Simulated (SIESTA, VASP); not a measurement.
VASP ran on this input.

KPOINTS:
```
Automatic mesh
0
G
6 6 6
```

POSCAR:
```
CsCaH3
1
    4.6211900000     0.0000000000     0.0000000000
    0.0000000000     4.6211900000     0.0000000000
    0.0000000000     0.0000000000     4.6211900000
Cs Ca H
1 1 3
Direct
  0.0000000000   0.0000000000   0.0000000000
  0.5000000000   0.5000000000   0.5000000000
  0.5000000000   0.0000000000   0.5000000000
  0.0000000000   0.5000000000   0.5000000000
  0.5000000000   0.5000000000   0.0000000000
```

### INCAR
```
ALGO = Normal
EDIFF = 1E-6
ENCUT = 300
ISIF = 2
ISMEAR = -1
LASPH = T
LCHARG = F
LMAXMIX = 4
LREAL = F
LWAVE = F
NELM = 100
PREC = Accurate
SIGMA = 0.01
SYSTEM = CsCaH3
```

POTCAR, in this order: Cs_sv Ca_sv H (LDA.64 set). Program: vasp_std.

Task: Translate it to SIESTA.

Result: One input that does it (LDA PW92, numerical atomic orbitals DZP, PseudoDojo LDA standard norm-conserving potentials (rewritten from UPF to PSML)):
```
# files in the folder: Cs.psml Ca.psml H.psml (PseudoDojo LDA standard)
SystemName  CsCaH3
SystemLabel siesta

NumberOfAtoms                5
NumberOfSpecies              3
%block ChemicalSpeciesLabel
  1 55 Cs
  2 20 Ca
  3 1 H
%endblock ChemicalSpeciesLabel
LatticeConstant              1.0 Bohr
%block LatticeVectors
     8.732783470    0.000000000    0.000000000
     0.000000000    8.732783470    0.000000000
     0.000000000    0.000000000    8.732783470
%endblock LatticeVectors
AtomicCoordinatesFormat      Ang
%block AtomicCoordinatesAndAtomicSpecies
     0.000000000    0.000000000    0.000000000  1
     2.310595000    2.310595000    2.310595000  2
     2.310595000    0.000000000    2.310595000  3
     0.000000000    2.310595000    2.310595000  3
     2.310595000    2.310595000    0.000000000  3
%endblock AtomicCoordinatesAndAtomicSpecies

XC.functional                LDA
XC.authors                   PW92
PAO.BasisSize                DZP
PAO.EnergyShift              0.005 Ry
MeshCutoff                   400 Ry
%block kgrid.MonkhorstPack
    6   0   0  0.0
    0   6   0  0.0
    0   0   6  0.0
%endblock kgrid.MonkhorstPack
OccupationFunction           FD
ElectronicTemperature        10.0 meV

MaxSCFIterations             150
SCF.Mixer.Method             Pulay
SCF.Mixer.Weight             0.25
SCF.Mixer.History            6
SCF.DM.Tolerance             1.0E-05
Diag.ParallelOverK           true
WriteForces                  true
```
The two runs describe the same crystal, functional and task. Each code takes its own potentials, basis and convergence tests.

VASP's LDA is the Perdew-Zunger fit; the other code's may be Perdew-Wang, which differs slightly.

The structure comes from a computed database's CsCaH3 entry (Pm-3m); how it stands against other phases isn't given here. The cell was not relaxed at this level, and it may have been scaled.
